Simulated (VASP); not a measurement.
Level of theory: PBE GGA, VASP's PBE PAW potentials (set 64) (plane waves; VASP 6.6.1).

Input for VASP

**KPOINTS**
```
Automatic
0
Gamma
6 6 4
```

**INCAR**
```
! general
SYSTEM  = CdSe
PREC    = Accurate
ENCUT   = 400   ! plane-wave cut-off (eV)
LREAL   = .FALSE.   ! projection in real space or not
LASPH   = .TRUE.   ! aspherical one-centre terms

! electronic loop
EDIFF   = 1E-6
NELM    = 100   ! most electronic steps
ALGO    = Normal   ! blocked Davidson
LMAXMIX = 4

! smearing
ISMEAR  = 0
SIGMA   = 0.05

! functional
GGA     = PE

! ions
IBRION  = 2   ! conjugate gradients
NSW     = 60
ISIF    = 3
EDIFFG  = -0.01

! output
LWAVE   = .FALSE.
LCHARG  = .FALSE.
```

**POSCAR**
```
CdSe
1
    2.1894287229    -3.7922015384     0.0000000000
    2.1894287229     3.7922015384     0.0000000000
    0.0000000000     0.0000000000     7.1412127270
Cd Se
2 2
Direct
  0.6666670000   0.3333330000   0.5000293632
  0.3333330000   0.6666670000   0.0000293632
  0.6666670000   0.3333330000   0.8759706368
  0.3333330000   0.6666670000   0.3759706368
```

POTCAR, in this order: Cd Se (PBE.64 set). Program: vasp_std.

The run wrote:

OSZICAR:
```
       N       E                     dE             d eps       ncg     rms          rms(c)
DAV:   1     0.209213670663E+03    0.20921E+03   -0.15125E+04   924   0.119E+03
DAV:   2    -0.443213048587E+00   -0.20966E+03   -0.20547E+03  1056   0.316E+02
DAV:   3    -0.116587357218E+02   -0.11216E+02   -0.11186E+02  1092   0.739E+01
DAV:   4    -0.117557214072E+02   -0.96986E-01   -0.96947E-01  1026   0.660E+00
DAV:   5    -0.117565288337E+02   -0.80743E-03   -0.80741E-03  1080   0.563E-01    0.827E+00
DAV:   6    -0.110179281716E+02    0.73860E+00   -0.16806E+00  1092   0.124E+01    0.651E+00
DAV:   7    -0.109861362331E+02    0.31792E-01   -0.57067E-01  1020   0.413E+00    0.260E+00
DAV:   8    -0.109848223047E+02    0.13139E-02   -0.60730E-02   984   0.269E+00    0.359E-01
DAV:   9    -0.109846776994E+02    0.14461E-03   -0.93409E-03  1050   0.120E+00    0.116E-01
DAV:  10    -0.109848222798E+02   -0.14458E-03   -0.96844E-04  1020   0.370E-01    0.772E-02
DAV:  11    -0.109849472999E+02   -0.12502E-03   -0.31571E-04   972   0.121E-01    0.233E-02
DAV:  12    -0.109849189989E+02    0.28301E-04   -0.12931E-04  1108   0.116E-01    0.753E-03
DAV:  13    -0.109849226953E+02   -0.36964E-05   -0.19061E-05   996   0.253E-02    0.870E-03
DAV:  14    -0.109849222378E+02    0.45744E-06   -0.13117E-06   770   0.700E-03
   1 F= -.10984922E+02 E0= -.10984922E+02  d E =-.109849E+02
       N       E                     dE             d eps       ncg     rms          rms(c)
DAV:   1    -0.109855932552E+02   -0.67056E-03   -0.14695E-02   978   0.128E+00    0.190E-01
DAV:   2    -0.109850262122E+02    0.56704E-03   -0.15889E-03   966   0.497E-01    0.614E-02
DAV:   3    -0.109849640067E+02    0.62205E-04   -0.17317E-04   990   0.111E-01    0.552E-02
DAV:   4    -0.109849500189E+02    0.13988E-04   -0.13987E-05   978   0.250E-02    0.909E-03
DAV:   5    -0.109849479167E+02    0.21021E-05   -0.49633E-06   864   0.255E-02    0.344E-03
DAV:   6    -0.109849476750E+02    0.24173E-06   -0.49090E-07   498   0.683E-03
   2 F= -.10984948E+02 E0= -.10984948E+02  d E =-.254372E-04
```

OUTCAR:
```
------------------------ aborting loop because EDIFF is reached ----------------------------------------
  FORCE on cell =-STRESS in cart. coord.  units (eV):
  Direction    XX          YY          ZZ          XY          YZ          ZX
  --------------------------------------------------------------------------------------
  Total       -0.0061308     -0.0061308      0.0016563      0.0000000      0.0000000      0.0000000
  in kB       -0.0827177     -0.0827177      0.0223466      0.0000000      0.0000000      0.0000000
  external PRESSURE =      -0.0476963 kB  Pullay stress =       0.0000000 kB
  volume of cell :      118.75
      direct lattice vectors                 reciprocal lattice vectors
     2.190321126 -3.793747226  0.000000000     0.228277029 -0.131795813 -0.000000000
     2.190321126  3.793747226  0.000000000     0.228277029  0.131795813  0.000000000
     0.000000000 -0.000000000  7.145298314     0.000000000  0.000000000  0.139952169
  FREE ENERGIE OF THE ION-ELECTRON SYSTEM (eV)
  ---------------------------------------------------
  free  energy   TOTEN  =       -10.9849476750 eV

  energy  without entropy=      -10.9849476750  energy(sigma->0) =      -10.98494767

 reached required accuracy - stopping structural energy minimisation
```
(Selected blocks of OUTCAR.)

CONTCAR:
```
CdSe
   1.00000000000000
     2.1903211259763240   -3.7937472255642888    0.0000000000000000
     2.1903211259763240    3.7937472255642888    0.0000000000000000
     0.0000000000000000   -0.0000000000000000    7.1452983136768005
  Cd              Se
     2     2
Direct
     0.6666669999999968    0.3333330000000032    0.5000443960291054
     0.3333330000000032    0.6666669999999968    0.0000443960291054
     0.6666669999999968    0.3333330000000032    0.8759556039708922
     0.3333330000000032    0.6666669999999968    0.3759556039708922
```

The compound is CdSe in the wurtzite structure. This run relaxes it. Symmetry was kept, so distortions that lower it aren't found. The start is the result of an earlier pass.
